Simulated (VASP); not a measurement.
Level of theory: G0W0 on PBE orbitals, VASP's PBE PAW potentials (set 64) (plane waves; VASP).

A VASP calculation is set up with these files.

**POSCAR**
```
CdS
1.0
  0.0000000000   2.9100000000   2.9100000000
  2.9100000000   0.0000000000   2.9100000000
  2.9100000000   2.9100000000   0.0000000000
Cd S
1 1
Cartesian
  0.0000000000   0.0000000000   0.0000000000
  1.4550000000   1.4550000000   1.4550000000
```

File KPOINTS:
```
Regular mesh
0
Gamma
  4 4 4
0 0 0
```

INCAR:
```
LREAL = .FALSE.   # projection in real space or not
LSPECTRALGW = .TRUE.
ALGO = EVGW0
NBANDS = 160
ENCUTGW = 200
NOMEGA = 64
NBANDSGW = 21
LCHARG = .FALSE.
ENCUT = 500   # plane-wave cut-off (eV)
ISMEAR = 0
PREC = Normal
LWAVE = .FALSE.
NELMGW = 1
SYSTEM = CdS
GGA = PE
SIGMA = 0.01
LASPH = .TRUE.
```

POTCAR, in this order: Cd_sv_GW S_GW (PBE.64 set). Program: vasp_std. Read from the step before: WAVECAR, WAVEDER.

Output of the run:

### OSZICAR
```
energies w=
    0.000    0.000    1.091    0.000    2.180    0.000    3.264    0.000
    4.342    0.000    5.410    0.000    6.469    0.000    7.516    0.000
    8.550    0.000    9.571    0.000   10.578    0.000   11.572    0.000
   12.552    0.000   13.520    0.000   14.475    0.000   15.420    0.000
   16.354    0.000   17.279    0.000   18.197    0.000   19.109    0.000
   20.017    0.000   20.922    0.000   21.826    0.000   22.732    0.000
   23.641    0.000   24.555    0.000   25.477    0.000   26.408    0.000
   27.353    0.000   28.313    0.000   29.291    0.000   30.290    0.000
   31.315    0.000   32.369    0.000   33.455    0.000   34.579    0.000
   35.747    0.000   36.963    0.000   38.235    0.000   39.570    0.000
   40.977    0.000   42.466    0.000   44.047    0.000   45.735    0.000
   47.545    0.000   49.496    0.000   51.610    0.000   53.912    0.000
   56.436    0.000   59.220    0.000   62.311    0.000   65.772    0.000
   69.676    0.000   74.122    0.000   79.237    0.000   85.189    0.000
   92.206    0.000  100.606    0.000  110.841    0.000  123.586    0.000
  139.881    0.000  161.431    0.000  191.228    0.000  235.054    0.000
NQ=   1    0.0000    0.0000    0.0000,
 performed        298000 updates of chi_q(r,r)
NQ=   2    0.2500    0.0000    0.0000,
 performed        784000 updates of chi_q(r,r)
NQ=   3    0.5000    0.0000    0.0000,
 performed       1216000 updates of chi_q(r,r)
NQ=   4    0.2500    0.2500    0.0000,
 performed       1702000 updates of chi_q(r,r)
NQ=   5    0.5000    0.2500    0.0000,
 performed       2336000 updates of chi_q(r,r)
NQ=   6   -0.2500    0.2500    0.0000,
 performed       2916000 updates of chi_q(r,r)
NQ=   7    0.5000    0.5000    0.0000,
 performed       3308000 updates of chi_q(r,r)
NQ=   8   -0.2500    0.5000    0.2500,
 performed       3781000 updates of chi_q(r,r)
 resolving degeneracies of screened two electron integrals
```

OUTCAR:
```


 k-point   1 :       0.0000    0.0000    0.0000
  band No.  KS-energies  QP-energies   sigma(KS)   V_xc(KS)     V^pw_x(r,r')   Z            occupation Imag(sigma)

      1     -98.3952    -102.7302     -38.5189     -32.0313     -55.4551       0.6682       2.0000       3.4322
      2     -59.4678     -62.8708     -35.6787     -31.0019     -49.0003       0.7276       2.0000       3.6908
      3     -59.4678     -62.8708     -35.6787     -31.0019     -49.0003       0.7276       2.0000       3.6908
      4     -59.4678     -62.8708     -35.6787     -31.0019     -49.0003       0.7276       2.0000       3.6908
      5      -9.4491     -10.4410     -14.5681     -13.1522     -21.0803       0.7005       2.0000       1.8705
      6      -4.8107      -6.4569     -26.1515     -23.9315     -31.6757       0.7416       2.0000       0.7219
      7      -4.8107      -6.4569     -26.1515     -23.9315     -31.6757       0.7416       2.0000       0.7219
      8      -4.8107      -6.4569     -26.1515     -23.9315     -31.6757       0.7416       2.0000       0.7219
      9      -4.3238      -6.0005     -27.5316     -25.2830     -33.0198       0.7457       2.0000       0.6246
     10      -4.3238      -6.0005     -27.5316     -25.2830     -33.0198       0.7457       2.0000       0.6246
     11       2.9572       2.1260     -16.4334     -15.3551     -18.2867       0.7708       2.0000       0.3326
     12       2.9572       2.1260     -16.4334     -15.3551     -18.2867       0.7708       2.0000       0.3326
     13       2.9572       2.1260     -16.4334     -15.3551     -18.2867       0.7708       2.0000       0.3326
     14       4.1028       4.3967     -10.2403     -10.6032      -6.6261       0.8098       0.0000      -0.2907
     15       9.4732      10.0722      -9.8576     -10.6002      -5.7130       0.8066       0.0000      -0.4128
     16       9.4732      10.0722      -9.8576     -10.6002      -5.7130       0.8066       0.0000      -0.4128
     17       9.4732      10.0722      -9.8576     -10.6002      -5.7130       0.8066       0.0000      -0.4128
     18      14.3356      15.1610     -10.6320     -11.6660      -5.8635       0.7983       0.0000      -0.6307
     19      14.3356      15.1610     -10.6320     -11.6660      -5.8635       0.7983       0.0000      -0.6307
     20      14.4297      14.8520      -8.5400      -9.0541      -3.5240       0.8216       0.0000      -0.7382
     21      16.2434      16.5173      -7.5419      -7.8734      -2.7355       0.8263       0.0000      -0.8376

 k-point   2 :       0.2500    0.0000    0.0000
  band No.  KS-energies  QP-energies   sigma(KS)   V_xc(KS)     V^pw_x(r,r')   Z            occupation Imag(sigma)

      1     -98.3953    -102.7249     -38.5188     -32.0313     -55.4553       0.6674       2.0000       3.4323
      2     -59.4682     -62.8437     -35.6787     -31.0017     -48.9996       0.7217       2.0000       3.6903
      3     -59.4682     -62.8437     -35.6787     -31.0017     -48.9996       0.7217       2.0000       3.6903
      4     -59.4682     -62.8437     -35.6787     -31.0017     -48.9996       0.7217       2.0000       3.6903
      5      -9.2315     -10.2207     -15.0150     -13.6047     -21.4804       0.7014       2.0000       1.8054
      6      -4.7385      -6.3873     -26.3396     -24.1193     -31.8642       0.7426       2.0000       0.7132
      7      -4.7385      -6.3873     -26.3396     -24.1193     -31.8642       0.7426       2.0000       0.7132
      8      -4.5622      -6.2032     -25.7413     -23.5492     -31.1561       0.7486       2.0000       0.7212
      9      -4.3194      -5.9997     -27.5331     -25.2858     -33.0269       0.7477       2.0000       0.6269
     10      -4.3194      -5.9997     -27.5331     -25.2858     -33.0269       0.7477       2.0000       0.6269
     11       0.4451      -0.5613     -15.1377     -13.8319     -17.3720       0.7708       2.0000       0.4555
     12       2.5554       1.6843     -15.9720     -14.8401     -17.8894       0.7696       2.0000       0.3513
     13       2.5554       1.6843     -15.9720     -14.8401     -17.8894       0.7696       2.0000       0.3513
     14       5.7393       6.1452     -10.6222     -11.1272      -6.8605       0.8037       0.0000      -0.3227
     15       9.2289       9.7120      -9.9160     -10.5189      -5.7464       0.8013       0.0000      -0.4358
     16       9.9794      10.5964      -9.9797     -10.7467      -5.7347       0.8043       0.0000      -0.4425
     17       9.9794      10.5964      -9.9797     -10.7467      -5.7347       0.8043       0.0000      -0.4425
     18      13.5137      14.1606      -9.8299     -10.6337      -5.2478       0.8047       0.0000      -0.5923
     19      13.5137      14.1606      -9.8299     -10.6337      -5.2478       0.8047       0.0000      -0.5923
     20      14.2634      14.4715      -7.4808      -7.7342      -2.8163       0.8214       0.0000      -0.6858
     21      17.9994      18.5730      -8.9063      -9.6017      -3.6694       0.8248       0.0000      -0.9627

 k-point   3 :       0.5000    0.0000    0.0000
  band No.  KS-energies  QP-energies   sigma(KS)   V_xc(KS)     V^pw_x(r,r')   Z            occupation Imag(sigma)

      1     -98.3950    -102.7613     -38.5185     -32.0311     -55.4549       0.6731       2.0000       3.4323
      2     -59.4676     -62.8741     -35.6788     -31.0013     -48.9985       0.7283       2.0000       3.6895
      3     -59.4676     -62.8741     -35.6788     -31.0013     -48.9985       0.7283       2.0000       3.6895
      4     -59.4676     -62.8741     -35.6788     -31.0013     -48.9985       0.7283       2.0000       3.6895
      5      -9.0138     -10.0063     -15.6113     -14.1992     -22.0375       0.7028       2.0000       1.7307
      6      -4.6885      -6.3402     -26.4604     -24.2368     -31.9772       0.7428       2.0000       0.7036
      7      -4.6885      -6.3402     -26.4604     -24.2368     -31.9772       0.7428       2.0000       0.7036
      8      -4.2842      -5.9635     -27.6536     -25.4093     -33.1650       0.7483       2.0000       0.6292
      9      -4.2842      -5.9635     -27.6536     -25.4093     -33.1650       0.7483       2.0000       0.6292
     10      -3.9351      -5.5463     -26.9937     -24.8383     -32.4307       0.7475       2.0000       0.6665
     11      -1.4890      -2.6568     -13.0102     -11.4866     -15.7140       0.7665       2.0000       0.6664
     12       2.1958       1.2873     -15.5454     -14.3644     -17.5322       0.7693       2.0000       0.3715
     13       2.1958       1.2873     -15.5454     -14.3644     -17.5322       0.7693       2.0000       0.3715
     14       5.9660       6.4262     -10.4201     -10.9881      -6.5789       0.8099       0.0000      -0.3269
     15       9.9414      10.5137      -9.8675     -10.5772      -5.7179       0.8064       0.0000      -0.4360
     16       9.9414      10.5137      -9.8675     -10.5772      -5.7179       0.8064       0.0000      -0.4360
     17      10.4300      10.8264      -9.6242     -10.1242      -5.0819       0.7929       0.0000      -0.5663
     18      14.0067      14.3098      -7.9022      -8.2734      -3.0845       0.8164       0.0000      -0.6924
     19      15.3023      16.1823     -10.3716     -11.4717      -5.2373       0.8000       0.0000      -0.7492
     20      15.3023      16.1823     -10.3716     -11.4717      -5.2373       0.8000       0.0000      -0.7492
     21      16.7498      17.6312     -10.1804     -11.2641      -4.8089       0.8132       0.0000      -0.9254

 k-point   4 :       0.2500    0.2500    0.0000
  band No.  KS-energies  QP-energies   sigma(KS)   V_xc(KS)     V^pw_x(r,r')   Z            occupation Imag(sigma)

      1     -98.3956    -102.7012     -38.5189     -32.0315     -55.4557       0.6637       2.0000       3.4324
      2     -59.4689     -62.8244     -35.6788     -31.0017     -48.9996       0.7174       2.0000       3.6902
      3     -59.4689     -62.8244     -35.6788     -31.0017     -48.9996       0.7174       2.0000       3.6902
      4     -59.4689     -62.8244     -35.6788     -31.0017     -48.9996       0.7174       2.0000       3.6902
      5      -9.1608     -10.1503     -15.1717     -13.7625     -21.6229       0.7022       2.0000       1.7844
      6      -4.6492      -6.3011     -26.5872     -24.3676     -32.1180       0.7443       2.0000       0.7045
      7      -4.6492      -6.3011     -26.5872     -24.3676     -32.1180       0.7443       2.0000       0.7045
      8      -4.6387      -6.2775     -25.4314     -23.2336     -30.8177       0.7457       2.0000       0.7251
      9      -4.3411      -6.0066     -27.1727     -24.9407     -32.6411       0.7462       2.0000       0.6414
     10      -4.2801      -5.9621     -27.6506     -25.4036     -33.1524       0.7486       2.0000       0.6239
     11       0.6287      -0.3410     -15.7733     -14.5173     -17.9574       0.7721       2.0000       0.4364
     12       1.9235       0.9926     -15.2802     -14.0693     -17.3034       0.7688       2.0000       0.3838
     13       1.9235       0.9926     -15.2802     -14.0693     -17.3034       0.7688       2.0000       0.3838
     14       6.5562       6.9429     -10.6679     -11.1520      -6.8902       0.7989       0.0000      -0.3483
     15       7.7614       8.2697      -9.9562     -10.5828      -6.0251       0.8112       0.0000      -0.3632
     16      11.0718      11.7323     -10.2377     -11.0645      -5.7112       0.7989       0.0000      -0.5200
     17      11.0718      11.7323     -10.2377     -11.0645      -5.7112       0.7989       0.0000      -0.5200
     18      11.3521      11.7200      -9.0213      -9.4757      -4.8497       0.8095       0.0000      -0.4920
     19      14.6261      15.4715     -10.2371     -11.2959      -5.3324       0.7985       0.0000      -0.6514
     20      17.5749      18.0920      -8.4820      -9.1123      -3.3753       0.8204       0.0000      -0.8912
     21      18.3560      18.8116      -8.2046      -8.7553      -3.1806       0.8272       0.0000      -0.9631

 k-point   5 :       0.5000    0.2500    0.0000
  band No.  KS-energies  QP-energies   sigma(KS)   V_xc(KS)     V^pw_x(r,r')   Z            occupation Imag(sigma)

      1     -98.3952    -102.7466     -38.5185     -32.0312     -55.4552       0.6708       2.0000       3.4324
      2     -59.4680     -62.8615     -35.6788     -31.0012     -48.9984       0.7255       2.0000       3.6894
      3     -59.4680     -62.8615     -35.6788     -31.0012     -48.9984       0.7255       2.0000       3.6894
      4     -59.4680     -62.8615     -35.6788     -31.0012     -48.9984       0.7255       2.0000       3.6894
      5      -8.9481      -9.9455     -15.7810     -14.3682     -22.1966       0.7060       2.0000       1.7108
...
```
(Selected blocks of OUTCAR.)

The mesh is coarse and the basis finite, so the quasiparticle values are not converged. VASP warned that its frequency grid is unfit for quasiparticle energies.

The compound is CdS in the zinc blende structure, a metastable form; wurtzite is the usual one. The cell was not relaxed at this level. The k-mesh is coarse (spacing up to 0.47 per Å, 2π included), so the numbers may not be converged in it.
